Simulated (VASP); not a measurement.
# Fe (Iron-alpha): structure and properties in VASP

How well does PBEsol reproduce what experiment finds for Fe (Iron-alpha)? The cell is relaxed first, and properties follow on it. The steps: magnetic order: ferromagnetic, magnetic order: antiferromagnetic, q = (0, 0, 1/2), magnetic order: antiferromagnetic, q = (1/2, 1/2, 1/2), the orders side by side, relaxing cell and atoms (PBEsol), second relaxation, density, ELF and potential (PBEsol), band structure (PBEsol), total and projected DOS (PBEsol), core levels (PBEsol) and a single point (PBEsol), changed input. Left out of this account: 1 further run (phonons: it ended without a result to show). The start is a cell from a database of measured crystal structures.

Method: PBEsol, spin-polarised from a ferromagnetic start (one magnetic atom a cell); plane waves and PAW (Fe), in the first sound run; inputs show where later runs differ, in VASP 6.6.1.

Experimental background.

For Fe, bcc (commercial iron metal powder), “Abiotic ammonium formation in the presence of Ni-Fe metals and alloys and its implications for the Hadean nitrogen cycle” (2008, pmc:2430951) gives, by powder XRD, LeBail refinement: lattice constant a (cubic cell parameter a) 2.866 ± 0.001 Å [commercial metal powder; measurement temperature not stated].

**1. The starting structure**

The structure is cubic, space group Im-3m (No. 229). Conventional cell: a = 2.866 Å, b = 2.866 Å, c = 2.866 Å, α = 90.00°, β = 90.00°, γ = 90.00°. Nearest to Fe lie 8 Fe at 2.48 Å.

**2. Magnetic order: ferromagnetic**

The properties of a magnet depend on its order, so a few collinear patterns are compared first on the cell as listed, beginning with all moments parallel. PBEsol restores the gradient expansion of exchange and is tuned for the cells of solids.

The input, INCAR:

```
SYSTEM = Fe
PREC = Accurate
ENCUT = 400
EDIFF = 1E-06
NELM = 100
ISMEAR = 1
SIGMA = 0.2
LREAL = .FALSE.
ALGO = Normal
GGA = PS
NBANDS = 12
ISPIN = 2
MAGMOM = 3
LASPH = .TRUE.
LMAXMIX = 4
LORBIT = 11
LWAVE = .FALSE.
LCHARG = .FALSE.
KPAR = 4
ISIF = 2
```

The input, POSCAR:

```
Fe
1.0
   -1.4332500000      1.4332500000      1.4332500000
    1.4332500000     -1.4332500000      1.4332500000
    1.4332500000      1.4332500000     -1.4332500000
Fe
1
Direct
    0.0000000000      0.0000000000      0.0000000000
```

The input, KPOINTS:

```
Automatic mesh
0
Gamma
11 11 11
0 0 0
```

The projector-augmented-wave data sets are Fe (PBE family, release 64).

Started as:

```console
> mpirun -np 4 vasp_std
```

The program printed:

```text
[banner, memory and clock lines left out]
running    4 mpi-ranks, on    1 nodes
 distrk:  each k-point on    1 cores,    4 groups
 distr:  one band on    1 cores,    1 groups

 POSCAR found type information on POSCAR Fe
 POSCAR found :  1 types and       1 ions
|                                                                             |
|               ----> ADVICE to this user running VASP <----                  |
|                                                                             |
|     You enforced a specific xc type in the INCAR file but a different       |
|     [... a line on the potential file left out ...]
|     I HOPE YOU KNOW WHAT YOU ARE DOING!                                     |
|                                                                             |

 LDA part: xc-table for (Slater+PW92), standard interpolation
 POSCAR, INCAR and KPOINTS ok, starting setup
 FFT: planning ... GRIDC
 FFT: planning ... GRID_SOFT
 FFT: planning ... GRID
 WAVECAR not read
 entering main loop
       N       E                     dE             d eps       ncg     rms          rms(c)
DAV:   1     0.147954694264E+02    0.14795E+02   -0.34198E+03  2996   0.662E+02
DAV:   2    -0.942790406705E+01   -0.24223E+02   -0.22174E+02  2804   0.115E+02
DAV:   3    -0.996885643826E+01   -0.54095E+00   -0.53866E+00  3096   0.198E+01
DAV:   4    -0.997082985824E+01   -0.19734E-02   -0.19732E-02  3040   0.104E+00
DAV:   5    -0.997084354999E+01   -0.13692E-04   -0.13692E-04  3076   0.874E-02    0.116E+01
DAV:   6    -0.896774373373E+01    0.10031E+01   -0.12314E+01  3032   0.455E+01    0.618E+00
DAV:   7    -0.888554534114E+01    0.82198E-01   -0.85538E-01  3096   0.115E+01    0.347E+00
DAV:   8    -0.887755681595E+01    0.79885E-02   -0.53270E-03  3136   0.499E-01    0.129E+00
DAV:   9    -0.886985441788E+01    0.77024E-02   -0.51229E-03  3652   0.396E-01    0.285E-01
DAV:  10    -0.886954716767E+01    0.30725E-03   -0.46753E-04  2944   0.204E-01    0.627E-02
DAV:  11    -0.886956825064E+01   -0.21083E-04   -0.34139E-05  3072   0.572E-02    0.297E-02
DAV:  12    -0.886956990323E+01   -0.16526E-05   -0.18360E-06  2480   0.166E-02    0.928E-03
DAV:  13    -0.886957209381E+01   -0.21906E-05   -0.16352E-06  2332   0.137E-02    0.393E-03
DAV:  14    -0.886957150024E+01    0.59356E-06   -0.77915E-08  1448   0.299E-03
   1 F= -.88695715E+01 E0= -.88699660E+01  d E =0.118343E-02  mag=     2.2496
```

The job ended after 3.4 s (4 MPI ranks of Intel Xeon Platinum 8488C (Sapphire Rapids), shared host; peak memory 0.48 GiB; 10 s of CPU time).

Lines that name or quote the potential files are left out of all logs, and their timing lines are given in words.

From OUTCAR (step 2):

```text
ion  position               nearest neighbor table
   1  0.000  0.000  0.000-

  LATTYP: Found a body centered cubic cell.
 ALAT       =     2.8665000000

 Subroutine GETGRP returns: Found 48 space group operations
 (whereof 48 operations were pure point group operations)

The static configuration has the point symmetry O_h .

 Found     56 irreducible k-points:

   k-points           NKPTS =     56   k-points in BZ     NKDIM =     56   number of bands    NBANDS=     12

   dimension x,y,z NGX =    16 NGY =   16 NGZ =   16
   dimension x,y,z NGXF=    32 NGYF=   32 NGZF=   32

   ENCUT  =  400.0 eV  29.40 Ry    5.42 a.u.   4.05  4.05  4.05*2*pi/ulx,y,z

   NELECT =       8.0000    total number of electrons

 k-points in reciprocal lattice and weights: Automatic mesh
   0.00000000  0.00000000  0.00000000       0.001
   0.09090909  0.00000000  0.00000000       0.009
   0.18181818  0.00000000  0.00000000       0.009
   0.27272727  0.00000000  0.00000000       0.009
   0.36363636  0.00000000  0.00000000       0.009
   0.45454545  0.00000000  0.00000000       0.009
   0.09090909  0.09090909  0.00000000       0.018
   0.18181818  0.09090909  0.00000000       0.036
   0.27272727  0.09090909  0.00000000       0.036
[...]
-0.45454545 -0.45454545  0.36363636       0.006
  -0.45454545  0.45454545  0.45454545       0.005

 average (electrostatic) potential at core
       1 -43.4998

 E-fermi :   5.2537

 spin component 1
 k-point     1 :       0.0000    0.0000    0.0000
  band No.  band energies     occupation
    ...
      2       3.0521      1.00000
      3       3.0521      1.00000
      4       3.0521      1.00000
      5       4.2485      1.00000
      6       4.2485      1.00000
      7      29.8820      0.00000
      8      29.8820      0.00000
      9      29.8820      0.00000
     10      34.7568      0.00000
     11      34.7568      0.00000
    ...

 k-point     2 :       0.0909    0.0000    0.0000
  band No.  band energies     occupation
    ...
      2       2.9645      1.00000
      3       3.0422      1.00000
      4       3.2256      1.00000
      5       4.1672      1.00000
      6       4.2558      1.00000
      7      27.8067      0.00000
      8      29.3200      0.00000
      9      29.6177      0.00000
     10      33.6909      0.00000
     11      33.7919      0.00000
    ...

 k-point     3 :       0.1818    0.0000    0.0000
  band No.  band energies     occupation
    ...
      2       2.7356      1.00000
      3       2.9665      1.00000
      4       3.7125      1.00000
      5       4.0612      1.00000
      6       4.2810      1.00000
      7      23.8427      0.00000
      8      27.5767      0.00000
      9      29.1018      0.00000
     10      30.6952      0.00000
     11      32.5985      0.00000
    ...

 k-point     4 :       0.2727    0.0000    0.0000
  band No.  band energies     occupation
    ...
      2       2.4461      1.00000
      3       2.9613      1.00000
      4       4.1127      1.00000
      5       4.3266      1.00000
      6       4.4016      1.00000
      7      19.6047      0.00000
      8      25.6448      0.00000
      9      28.0959      0.00000
     10      28.6468      0.00000
     11      31.9341      0.00000
    ...

 k-point     5 :       0.3636    0.0000    0.0000
  band No.  band energies     occupation
    ...
      2       2.1896      1.00000
      3       3.7402      1.00000
      4       4.3013      1.00000
      5       4.3818      1.00000
      6       5.0995      0.98227
      7      15.6849      0.00000
      8      24.1697      0.00000
      9      26.1113      0.00000
     10      28.3440      0.00000
     11      31.7618      0.00000
    ...

 k-point     6 :       0.4545    0.0000    0.0000
  band No.  band energies     occupation
      1       0.5332      1.00000
      2       2.0413      1.00000
      3       4.2736      1.00000
      4       4.4208      1.00000
      5       5.4232     -0.00116
      6       5.5519     -0.02805
      7      12.7883      0.00000
      8      23.3839      0.00000
      9      25.0121      0.00000
    ...

  Total       -1.1513214     -1.1513214     -1.1513214      0.0000000     -0.0000000     -0.0000000
  in kB     -156.6322948   -156.6322948   -156.6322948      0.0000000     -0.0000000     -0.0000000
  external PRESSURE =    -156.6322948 kB  Pullay stress =       0.0000000 kB

  energy-cutoff  :      400.00
  volume of cell :       11.78
      direct lattice vectors                 reciprocal lattice vectors
    -1.433250000  1.433250000  1.433250000     0.000000000  0.348857492  0.348857492
     1.433250000 -1.433250000  1.433250000     0.348857492  0.000000000  0.348857492
     1.433250000  1.433250000 -1.433250000     0.348857492  0.348857492  0.000000000

 POSITION                                       TOTAL-FORCE (eV/Angst)
 -----------------------------------------------------------------------------------
      0.00000      0.00000      0.00000        -0.000000      0.000000     -0.000000
 -----------------------------------------------------------------------------------
    total drift:                                0.000000      0.000000     -0.000000

  FREE ENERGIE OF THE ION-ELECTRON SYSTEM (eV)
  ---------------------------------------------------
  free  energy   TOTEN  =        -8.8695715002 eV

  energy  without entropy=       -8.8707549289  energy(sigma->0) =       -8.86996598

 total charge
# of ion       s       p       d       tot
------------------------------------------
    1        0.475   0.511   6.213   7.199

 magnetization (x)
# of ion       s       p       d       tot
------------------------------------------
    1       -0.013  -0.049   2.307   2.244

[... 6 further parts left out ...]
```

The k-mesh is coarse for a metal. The PAW data sets were made with PBE, which is usual practice but a small mismatch for other functionals. At this level the cell is under a tension of 15.7 GPa, so at these settings it is away from equilibrium.

Numbers from this step:

```yaml
scf_cycles: 14
electrons: 8
bands: 12
irreducible_k_points: 56
symmetry_operations: 48
free_energy_toten: -8.870 eV
energy_at_zero_smearing: -8.870 eV
fermi_energy: 5.254 eV
pressure: -15.66 GPa
moment_of_the_cell_from_the_last_line_of_the_log: 2.250 μB
metallic: yes
```

Spin moment in the PAW sphere by atom:

```tsv
atom	spin moment in the PAW sphere (μB)
Fe1	2.24
```

The run ends ferromagnetic with a largest moment of 2.24 μB, and the mesh shows no gap.

**3. Magnetic order: antiferromagnetic, q = (0, 0, 1/2)**

This step: PBEsol, spin-polarised from an antiferromagnetic start; plane waves and PAW (Fe) (VASP 6.6.1).

System of this step: Fe (Iron-alpha). Symmetry: Im-3m, No. 229, cubic system. The conventional cell has a = 2.866 Å, b = 2.866 Å, c = 2.866 Å, α = 90.00°, β = 90.00°, γ = 90.00°. Fe has 8 Fe at 2.48 Å nearest.

Next, a pattern with opposite moments, which needs a doubled cell; q is given in the reciprocal vectors of the primitive cell.

Edit INCAR of step 2 so:

```diff
@@ -10,5 +10,5 @@
 GGA = PS
-NBANDS = 12
+NBANDS = 15
 ISPIN = 2
-MAGMOM = 3
+MAGMOM = 3 -3
 LASPH = .TRUE.
```

The input, POSCAR:

```
Fe
1.0
   -1.4332500000      1.4332500000      1.4332500000
    1.4332500000     -1.4332500000      1.4332500000
    2.8665000000      2.8665000000     -2.8665000000
Fe
2
Direct
    0.0000000000      0.0000000000      0.0000000000
    0.0000000000      0.0000000000      0.5000000000
```

KPOINTS is that of step 2.

Started as:

```console
> mpirun -np 4 vasp_std
```

The program printed:

```text
[banner, memory and clock lines left out]
running    4 mpi-ranks, on    1 nodes
 distrk:  each k-point on    1 cores,    4 groups
 distr:  one band on    1 cores,    1 groups

 POSCAR found type information on POSCAR Fe
 POSCAR found :  1 types and       2 ions
 [... a notice as in an earlier step ...]

 LDA part: xc-table for (Slater+PW92), standard interpolation
 POSCAR, INCAR and KPOINTS ok, starting setup
 FFT: planning ... GRIDC
 FFT: planning ... GRID_SOFT
 FFT: planning ... GRID
 WAVECAR not read
 entering main loop
       N       E                     dE             d eps       ncg     rms          rms(c)
DAV:   1     0.652421393599E+02    0.65242E+02   -0.61756E+03 13592   0.112E+03
DAV:   2    -0.185643447915E+02   -0.83806E+02   -0.75177E+02 12988   0.223E+02
DAV:   3    -0.202186735820E+02   -0.16543E+01   -0.15976E+01 15613   0.452E+01
DAV:   4    -0.202292872795E+02   -0.10614E-01   -0.10612E-01 15263   0.307E+00
DAV:   5    -0.202294406870E+02   -0.15341E-03   -0.15340E-03 15844   0.372E-01    0.166E+01
DAV:   6    -0.175450080333E+02    0.26844E+01   -0.13972E+01 13485   0.765E+01    0.835E+00
DAV:   7    -0.173321776213E+02    0.21283E+00   -0.12431E+00 15410   0.215E+01    0.421E+00
DAV:   8    -0.173138158083E+02    0.18362E-01   -0.10579E-02 15139   0.120E+00    0.131E+00
DAV:   9    -0.172977043708E+02    0.16111E-01   -0.52438E-03 19506   0.125E+00    0.342E-01
DAV:  10    -0.172963509710E+02    0.13534E-02   -0.12266E-03 16103   0.572E-01    0.491E-02
DAV:  11    -0.172963465288E+02    0.44422E-05   -0.41622E-05 15910   0.106E-01    0.402E-02
DAV:  12    -0.172963475415E+02   -0.10127E-05   -0.31312E-06 13832   0.295E-02    0.179E-02
DAV:  13    -0.172963477901E+02   -0.24859E-06   -0.80525E-07  7933   0.115E-02
   1 F= -.17296348E+02 E0= -.17294558E+02  d E =-.536791E-02  mag=    -0.0000
```

Run time: 12 s. Hardware: 4 MPI ranks; peak memory 0.7 GiB.

From OUTCAR (step 3):

```text
  LATTYP: Found a base centered orthorhombic cell.
 ALAT       =     2.8665000000
 B/A-ratio  =     1.4142135624
 C/A-ratio  =     1.4142135624

 Subroutine GETGRP returns: Found  8 space group operations
 (whereof  8 operations were pure point group operations)

The static configuration has the point symmetry D_2h.

 Found    216 irreducible k-points:

   k-points           NKPTS =    216   k-points in BZ     NKDIM =    216   number of bands    NBANDS=     15

   dimension x,y,z NGX =    16 NGY =   16 NGZ =   32
   dimension x,y,z NGXF=    32 NGYF=   32 NGZF=   64

   ENCUT  =  400.0 eV  29.40 Ry    5.42 a.u.   4.05  4.05  8.10*2*pi/ulx,y,z

   NELECT =      16.0000    total number of electrons

 E-fermi :   5.5875

 spin component 1
 k-point     1 :       0.0000    0.0000    0.0000
  band No.  band energies     occupation
    ...
      4       3.5813      1.00000
      5       3.7475      1.00000
      6       4.2582      1.00000
      7       4.3882      1.00000
      8       4.6594      1.00000
      9       5.8112     -0.03345
     10       6.6127     -0.00000
     11       6.7925     -0.00000
     12       6.9239     -0.00000
     13      12.9578      0.00000
    ...

 k-point     2 :       0.0909    0.0000    0.0000
  band No.  band energies     occupation
    ...
      5       3.7713      1.00000
      6       4.0661      1.00000
      7       4.4173      1.00000
      8       4.6029      1.00000
      9       5.2859      1.02728
     10       6.5883     -0.00000
     11       6.7705     -0.00000
     12       7.5551     -0.00000
     13      13.4547      0.00000
     14      21.9657      0.00000
    ...

 k-point     3 :       0.1818    0.0000    0.0000
  band No.  band energies     occupation
    ...
      5       3.5738      1.00000
      6       4.0785      1.00000
      7       4.3792      1.00000
      8       4.4700      1.00000
      9       5.1448      1.00378
     10       6.5686     -0.00000
     11       6.6800     -0.00000
     12       8.1705     -0.00000
     13      14.9801      0.00000
     14      18.9660      0.00000
    ...

 k-point     4 :       0.2727    0.0000    0.0000
  band No.  band energies     occupation
    ...
      4       2.9063      1.00000
      5       3.3402      1.00000
      6       4.0901      1.00000
      7       4.3265      1.00000
      8       4.5587      1.00000
      9       5.6009      0.44376
     10       6.5738     -0.00000
     11       6.7036     -0.00000
     12       8.2721     -0.00000
     13      16.0383      0.00000
    ...

  Total       -2.8861569     -2.8861569     -1.7773306      0.9303439      0.0000000      0.0000000
  in kB     -196.3245845   -196.3245845   -120.8990676     63.2846343      0.0000000      0.0000000
  external PRESSURE =    -171.1827456 kB  Pullay stress =       0.0000000 kB

  energy-cutoff  :      400.00
  volume of cell :       23.55
      direct lattice vectors                 reciprocal lattice vectors
    -1.433250000  1.433250000  1.433250000     0.000000000  0.348857492  0.348857492
     1.433250000 -1.433250000  1.433250000     0.348857492  0.000000000  0.348857492
     2.866500000  2.866500000 -2.866500000     0.174428746  0.174428746  0.000000000

 POSITION                                       TOTAL-FORCE (eV/Angst)
 -----------------------------------------------------------------------------------
      0.00000      0.00000      0.00000        -0.000000      0.000000      0.000000
      1.43325      1.43325     -1.43325         0.000000     -0.000000     -0.000000
 -----------------------------------------------------------------------------------
    total drift:                                0.000000      0.000000     -0.000000

  FREE ENERGIE OF THE ION-ELECTRON SYSTEM (eV)
  ---------------------------------------------------
  free  energy   TOTEN  =       -17.2963477901 eV

  energy  without entropy=      -17.2909798842  energy(sigma->0) =      -17.29455849

 total charge
# of ion       s       p       d       tot
------------------------------------------
    1        0.479   0.529   6.184   7.192
    2        0.479   0.529   6.184   7.192
--------------------------------------------------
tot          0.959   1.058  12.368  14.385

 magnetization (x)
# of ion       s       p       d       tot
------------------------------------------
    1        0.013   0.029   2.028   2.070
    2       -0.013  -0.029  -2.028  -2.070
--------------------------------------------------
tot          0.000   0.000   0.000   0.000

[... 6 further parts left out ...]
```

At this level the cell is under a tension of 17.1 GPa, so at these settings it is away from equilibrium.

Numbers from this step:

```
SCF cycles              : 13
electrons               : 16
bands                   : 15
irreducible k-points    : 216
symmetry operations     : 8
free energy (TOTEN)     : -17.30 eV
energy at zero smearing : -17.29 eV
Fermi energy            : 5.588 eV
pressure                : -17.12 GPa
```

Spin moment in the PAW sphere by atom:

```tsv
atom	spin moment in the PAW sphere (μB)
Fe1	2.07
Fe2	-2.07
```

The energy lies +222.7 meV an atom from the first pattern. The run ends antiferromagnetic with a largest moment of 2.07 μB, and the mesh shows no gap.

(Part 1 of 5 ends here.)

[Lines on the potential files, build, host, timing and source positions are cut from VASP's logs without a mark.]

[Logs are printed without paths, hosts, clocks, repeated set-up lines and the standing remarks that a program may print on its own settings, such as how far it seeks lower states.]

[Hosts, paths, dates, database ids (printed as entryN), source tags and the programs' standing remarks are cut or masked in the printed files.]

[A measured line is paired with the nearest computed mode of its activity, which favours agreement.]
